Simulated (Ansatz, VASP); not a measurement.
# Co (Cobalt) in two plane-wave programs, part 2 of 2

Aim: how closely do two programs agree when they are given the same cell, functional and k mesh? The cell is taken from a series of runs on this material, whose earlier steps may have relaxed, scaled, displaced or heated it; both programs get it as it stands.

VASP 6.6.1 and Ansatz 0.2.0.

So far: Set-up; Ansatz: relaxation of cell and atoms, RPBE.

In doubt: warnings of the run leave room for a lower electronic state (step 2), so energies may not be the lowest and differences between runs may mislead.

## (3) VASP: relaxation of cell and atoms, RPBE

Level of this step: RPBE, spin-polarised from a ferromagnetic start; plane waves and PAW (Co) (VASP).

The same cell, functional, mesh and smearing now go to VASP, with its own data sets.

Lines of VASP's logs that name or quote its potential files are left out, and so is its time.

INCAR

```
SYSTEM = Co
PREC = Accurate
ENCUT = 600
EDIFF = 1E-07
NELM = 200
ISMEAR = 0
SIGMA = 0.1
LREAL = .FALSE.
ALGO = Normal
GGA = RP
NBANDS = 18
ISPIN = 2
MAGMOM = -1.71 -1.71
LASPH = .TRUE.
LMAXMIX = 4
LORBIT = 11
LWAVE = .FALSE.
LCHARG = .FALSE.
ISIF = 3
IBRION = 2
NSW = 80
EDIFFG = -0.005
GGA_COMPAT = .FALSE.
NELMIN = 4
KPAR = 2
```

POSCAR

```
Co
1.0
    2.5074000000      0.0000000000      0.0000000000
   -1.2537000000      2.1714720000      0.0000000000
    0.0000000000      0.0000000000      4.0699000000
Co
2
Direct
    0.3333333333      0.6666666667      0.2500000000
    0.6666666667      0.3333333333      0.7500000000
```

KPOINTS

```
Automatic mesh
0
Gamma
18 18 10
0 0 0
```

The projector-augmented-wave data sets are Co (PBE family, release 64).

On the command line:

```console
mpirun -np 2 vasp_std
```

Numbers of over 12 decimals in the logs are rounded to 6 here.

What it wrote:

```text
[banner, memory and clock lines left out]
running    2 mpi-ranks, on    1 nodes
 distrk:  each k-point on    1 cores,    2 groups
 distr:  one band on    1 cores,    1 groups

 POSCAR found type information on POSCAR Co
 POSCAR found :  1 types and       2 ions
|                                                                             |
|               ----> ADVICE to this user running VASP <----                  |
|                                                                             |
|     You enforced a specific xc type in the INCAR file but a different       |
|     [... a line on the potential file left out ...]
|     I HOPE YOU KNOW WHAT YOU ARE DOING!                                     |
|                                                                             |

 LDA part: xc-table for (Slater+PW92), standard interpolation
 POSCAR, INCAR and KPOINTS ok, starting setup
 FFT: planning ... GRIDC
 FFT: planning ... GRID_SOFT
 FFT: planning ... GRID
 WAVECAR not read
 entering main loop
       N       E                     dE             d eps       ncg     rms          rms(c)
DAV:   1     0.888620913617E+02    0.88862E+02   -0.88859E+03 16656   0.146E+03
DAV:   2    -0.112269709903E+02   -0.10009E+03   -0.90772E+02 16026   0.238E+02
DAV:   3    -0.149080502199E+02   -0.36811E+01   -0.35453E+01 17796   0.590E+01
DAV:   4    -0.149630815505E+02   -0.55031E-01   -0.54997E-01 20138   0.608E+00
DAV:   5    -0.149644397587E+02   -0.13582E-02   -0.13581E-02 18190   0.892E-01    0.142E+01
DAV:   6    -0.134546977955E+02    0.15097E+01   -0.89285E+00 17010   0.614E+01    0.715E+00
DAV:   7    -0.130633115051E+02    0.39139E+00   -0.13606E+00 18392   0.225E+01    0.379E+00
DAV:   8    -0.130465834166E+02    0.16728E-01   -0.18900E-02 20648   0.148E+00    0.181E+00
DAV:   9    -0.130324919302E+02    0.14091E-01   -0.40319E-03 24400   0.116E+00    0.517E-01
DAV:  10    -0.130325839242E+02   -0.91994E-04   -0.20430E-03 22676   0.639E-01    0.122E-01
DAV:  11    -0.130326725789E+02   -0.88655E-04   -0.12361E-04 21048   0.127E-01    0.335E-02
DAV:  12    -0.130326725872E+02   -0.82991E-08   -0.55610E-06 20000   0.268E-02    0.161E-02
DAV:  13    -0.130326733350E+02   -0.74780E-06   -0.21267E-06 22142   0.204E-02    0.739E-03
DAV:  14    -0.130326726651E+02    0.66988E-06   -0.37909E-07 17070   0.579E-03    0.100E-03
DAV:  15    -0.130326724340E+02    0.23113E-06   -0.15145E-08  8642   0.172E-03    0.983E-04
DAV:  16    -0.130326724756E+02   -0.41592E-07   -0.41942E-09  8430   0.865E-04
   1 F= -.13032672E+02 E0= -.13028359E+02  d E =-.130327E+02  mag=    -3.2193
[...]
2 F= -.13032738E+02 E0= -.13028337E+02  d E =-.651803E-04  mag=    -3.2252
[...]
3 F= -.13032874E+02 E0= -.13028516E+02  d E =-.201253E-03  mag=    -3.2223
[...]
4 F= -.13032874E+02 E0= -.13028515E+02  d E =-.201073E-03  mag=    -3.2224
[...]
5 F= -.13032839E+02 E0= -.13028460E+02  d E =-.166141E-03  mag=    -3.2238
[...]
6 F= -.13032873E+02 E0= -.13028514E+02  d E =-.200974E-03  mag=    -3.2224
 curvature:  -0.00 expect dE=-0.356E-07 dE for cont linesearch -0.145E-09
 ZBRENT: accuracy reached
 trial: gam= 0.07156 g(F)=  0.940E-46 g(S)=  0.427E-04 ort =-0.115E-04 (trialstep = 0.913E+00)
 search vector abs. value=  0.449E-04
 bond charge predicted
       N       E                     dE             d eps       ncg     rms          rms(c)
DAV:   1    -0.130330076115E+02   -0.13413E-03   -0.33320E-03 17378   0.491E-01    0.765E-02
DAV:   2    -0.130329234389E+02    0.84173E-04   -0.17338E-04 19842   0.259E-01    0.444E-02
DAV:   3    -0.130329019832E+02    0.21456E-04   -0.34125E-05 19886   0.105E-01    0.296E-02
DAV:   4    -0.130328951056E+02    0.68775E-05   -0.53402E-06 18890   0.222E-02    0.835E-03
DAV:   5    -0.130328944289E+02    0.67670E-06   -0.89264E-07 20970   0.133E-02    0.211E-03
DAV:   6    -0.130328942802E+02    0.14876E-06   -0.87806E-08  9256   0.514E-03    0.108E-03
DAV:   7    -0.130328942465E+02    0.33647E-07   -0.36127E-08  8092   0.176E-03
   7 F= -.13032894E+02 E0= -.13028542E+02  d E =-.207970E-04  mag=    -3.2216
 trial-energy change:   -0.000021  1 .order   -0.000020   -0.000038   -0.000003
 step:   0.9817(harm=  0.9817)  dis= 0.00000  next Energy=   -13.032894 (dE=-0.206E-04)
 reached required accuracy - stopping structural energy minimisation
```

From OUTCAR (step 3):

```text
ion  position               nearest neighbor table
   1  0.333  0.667  0.250-   2 2.50   2 2.50   2 2.50   2 2.50   2 2.50   2 2.50
   2  0.667  0.333  0.750-   1 2.50   1 2.50   1 2.50   1 2.50   1 2.50   1 2.50

  LATTYP: Found a hexagonal cell.
 ALAT       =     2.5074000000
 C/A-ratio  =     1.6231554598

 Subroutine GETGRP returns: Found 24 space group operations
 (whereof 12 operations were pure point group operations)

The static configuration has the point symmetry D_3d.
 The point group associated with its full space group is D_6h.

 Found    222 irreducible k-points:

   k-points           NKPTS =    222   k-points in BZ     NKDIM =    222   number of bands    NBANDS=     18

   dimension x,y,z NGX =    20 NGY =   20 NGZ =   36
   dimension x,y,z NGXF=    40 NGYF=   40 NGZF=   72

   ENCUT  =  600.0 eV  44.10 Ry    6.64 a.u.   5.01  5.01  8.13*2*pi/ulx,y,z

   NELECT =      18.0000    total number of electrons

 k-points in reciprocal lattice and weights: Automatic mesh
   0.00000000  0.00000000  0.00000000       0.000
   0.05555556  0.00000000  0.00000000       0.002
   0.11111111  0.00000000  0.00000000       0.002
   0.16666667  0.00000000  0.00000000       0.002
   0.22222222  0.00000000  0.00000000       0.002
   0.27777778  0.00000000  0.00000000       0.002
   0.33333333  0.00000000  0.00000000       0.002
   0.38888889 -0.00000000  0.00000000       0.002
   0.44444444  0.00000000  0.00000000       0.002
[...]
0.33333333  0.27777778  0.50000000       0.004
   0.33333333  0.33333333  0.50000000       0.001

 average (electrostatic) potential at core
       1 -78.6610       2 -78.6610

 E-fermi :  10.0686

 spin component 1
 k-point     1 :       0.0000    0.0000    0.0000
  band No.  band energies     occupation
    ...
      6       9.5056      1.00000
      7       9.5056      1.00000
      8       9.8577      0.99858
      9       9.9262      0.97798
     10       9.9262      0.97798
     11      11.0943      0.00000
     12      11.0943      0.00000
     13      17.1899      0.00000
     14      31.4485      0.00000
     15      34.5367      0.00000
    ...

 k-point     2 :       0.0556    0.0000    0.0000
  band No.  band energies     occupation
    ...
      6       9.4738      1.00000
      7       9.5080      1.00000
      8       9.5533      1.00000
      9       9.8897      0.99430
     10       9.8964      0.99258
     11      11.1103      0.00000
     12      11.5400      0.00000
     13      17.1985      0.00000
     14      30.8184      0.00000
     15      32.7725      0.00000
    ...

 k-point     3 :       0.1111    0.0000    0.0000
  band No.  band energies     occupation
    ...
      6       9.3664      1.00000
      7       9.4678      1.00000
      8       9.6925      1.00000
      9       9.7906      0.99996
     10       9.8206      0.99977
     11      11.1506      0.00000
     12      12.3881      0.00000
     13      17.2281      0.00000
     14      28.8025      0.00000
     15      31.5980      0.00000
    ...

 k-point     4 :       0.1667    0.0000    0.0000
  band No.  band energies     occupation
    ...
      6       9.6166      1.00000
      7       9.6515      1.00000
      8       9.6584      1.00000
      9       9.7059      1.00000
     10       9.9110      0.98709
     11      11.2000      0.00000
     12      13.3790      0.00000
     13      17.2890      0.00000
     14      26.3662      0.00000
     15      30.0396      0.00000
    ...

 k-point     5 :       0.2222    0.0000    0.0000
  band No.  band energies     occupation
    ...
      5       9.1084      1.00000
      6       9.4960      1.00000
      7       9.5668      1.00000
      8       9.9226      0.98058
      9       9.9384      0.96727
     10      10.1891      0.04425
     11      11.2464      0.00000
     12      14.4663      0.00000
     13      17.3913      0.00000
     14      23.9691      0.00000
    ...

 k-point     6 :       0.2778    0.0000    0.0000
  band No.  band energies     occupation
    ...
      3       7.5762      1.00000
      4       8.1832      1.00000
      5       9.0750      1.00000
      6       9.3434      1.00000
      7       9.4203      1.00000
      8      10.2670      0.00251
      9      10.3006      0.00052
     10      10.4997      0.00000
     11      11.2840      0.00000
     12      15.6322      0.00000
    ...

  Total       -0.0018137     -0.0018137     -0.0041516      0.0000000      0.0000000      0.0000000
  in kB       -0.1306896     -0.1306896     -0.2991515      0.0000000      0.0000000      0.0000000
  external PRESSURE =      -0.1868436 kB  Pullay stress =       0.0000000 kB

  energy-cutoff  :      600.00
  volume of cell :       22.23
      direct lattice vectors                 reciprocal lattice vectors
     2.512260882  0.000000000  0.000000000     0.398047833  0.229813034 -0.000000000
    -1.256130441  2.175681647 -0.000000000    -0.000000000  0.459626068  0.000000000
     0.000000000 -0.000000000  4.067936430    -0.000000000 -0.000000000  0.245824884

 POSITION                                       TOTAL-FORCE (eV/Angst)
 -----------------------------------------------------------------------------------
     -0.00000      1.45045      1.01698         0.000000      0.000000     -0.000000
      1.25613      0.72523      3.05095        -0.000000     -0.000000      0.000000
 -----------------------------------------------------------------------------------
    total drift:                                0.000000     -0.000000     -0.000000

  FREE ENERGIE OF THE ION-ELECTRON SYSTEM (eV)
  ---------------------------------------------------
  free  energy   TOTEN  =       -13.0328942465 eV

  energy  without entropy=      -13.0241897817  energy(sigma->0) =      -13.02854201

 reached required accuracy - stopping structural energy minimisation

 total charge
# of ion       s       p       d       tot
------------------------------------------
    1        0.480   0.501   7.246   8.228
    2        0.480   0.501   7.246   8.228
--------------------------------------------------
tot          0.960   1.003  14.493  16.455

 magnetization (x)
# of ion       s       p       d       tot
------------------------------------------
    1        0.017   0.061  -1.719  -1.641
    2        0.017   0.061  -1.719  -1.641
--------------------------------------------------
tot          0.033   0.122  -3.437  -3.282

[... 6 further parts left out ...]
```

CONTCAR:

```
Co
   1.00000000000000
     2.5122608823440964    0.0000000000000000    0.0000000000000000
    -1.2561304411720482    2.1756816470279174   -0.0000000000000000
     0.0000000000000000   -0.0000000000000000    4.0679364299362684
  Co
     2
Direct
     0.3333333332999970    0.6666666667000030    0.2500000000000000
     0.6666666667000030    0.3333333332999970    0.7500000000000000
```

The magnetic state follows from one typed start and may not be the lowest.

## (4) Differences

Known differences besides the potentials themselves: VASP starts from the moments at which Ansatz ended; the data sets hold 34 valence electrons in Ansatz (on its default PAW (the set named soft_2) files) and 18 in VASP; the cutoff is 420 eV in Ansatz and 600 eV in VASP; Ansatz makes its cores anew for this functional, VASP keeps those of its PBE data sets; Ansatz adds a Pulay correction to the stress that steers its cell, VASP none; site moments are counted in spheres of each program's own size. Total energies have different zeros and are not compared.

Both answers:

```
                                         quantity  Ansatz   VASP  difference
                                      volume (Å³)   22.30  22.23     +0.27 %
edge a after relaxation, in the typed setting (Å)   2.514  2.512     +0.08 %
edge c after relaxation, in the typed setting (Å)   4.072  4.068     +0.11 %
                                total moment (μB)   -3.24  -3.22       -0.02
                               moment on Co1 (μB)   -1.71  -1.64       -0.07
                               moment on Co2 (μB)   -1.71  -1.64       -0.07
```

## (5) Summary of results

```json
{
  "difference in volume (relaxation of cell and atoms, RPBE)": "0.27 %"
}
```

The difference in volume is 0.27 % (relaxation of cell and atoms, RPBE), within the 1.2 % picked in this series as the mark of a large difference, as far as the stopping tolerances let one tell. The data sets hold unlike numbers of valence electrons (34 in Ansatz and 18 in VASP), so part of the differences comes from the potentials. Such differences can come from data sets, numerical settings and the points named under the comparisons, not from the functional's error against experiment.

[Lines on the potential files, build, host, timing and source positions are cut from VASP's logs without a mark.]

[Logs are printed without paths, hosts, clocks, repeated set-up lines and the standing remarks that a program may print on its own settings, such as how far it seeks lower states.]

[Hosts, paths, dates, database ids (printed as entryN), source tags and the programs' standing remarks are cut or masked in the printed files.]
